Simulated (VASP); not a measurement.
Data:

```
Eu
1.0
   -2.29000     2.29000     2.29000
    2.29000    -2.29000     2.29000
    2.29000     2.29000    -2.29000
Eu
1
Cartesian
  0.00000   0.00000   0.00000
```

These are PBE GGA, VASP's PBE PAW potentials (set 64) (plane waves; VASP) values and carry that method's errors. Run with 520 eV cut-off, 10×10×10 Γ-centred mesh, first-order Methfessel-Paxton smearing of 0.10 eV, potentials Eu_2.

The 4f electrons are frozen in the core of the lanthanide potential, so 4f levels, which can set the real gap, and their magnetism are missing. Energy and stress use the plane-wave basis of the starting cell.

Task: The ions, cell shape and volume are relaxed. Give the cell that the relaxation ends in.

Result: 
```
Eu
1.0
   -2.22771     2.22771     2.22771
    2.22771    -2.22771     2.22771
    2.22771     2.22771    -2.22771
Eu
1
Direct
  0.00000   0.00000   0.00000
```
Space group Im-3m (229), at a tolerance of 0.03 Å.

Task: How do energy and volume change from the first to the last step?

Result: The energy (σ→0) changes by -11.8 meV/atom and the volume by -7.9 %, in 4 ionic steps.

The compound is Eu in the bcc structure. This run relaxes it. Symmetry was kept, so distortions that lower it aren't found.
